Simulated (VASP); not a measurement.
A 63-atom supercell of MgO (rock salt) holds F on the O site with a neighbouring Mg vacancy in charge state -1. It is relaxed twice, with the total moment held at 0 and at 2 μB. Computed with PBE GGA, VASP's PBE PAW potentials (set 64) (plane waves; VASP). Run with PREC = Normal, LREAL = Auto, ISYM = 0, NELECT = 256.0, EDIFF = 1E-5, 400 eV cut-off, 1×1×1 Γ-centred mesh, Gaussian smearing of 0.050 eV, potentials Mg O F.

The cell is charged, with a uniform compensating background. The supercell is sampled at Γ alone, which is coarse: total energies, pressure and levels can be off, energies of defects by several tenths of an eV.

Task: Which spin state lies lower, and by how much?

Result: The state with 0 μB lies lower, by 4.35 eV.

The cell is a supercell with a defect, built from MgO (rock salt).
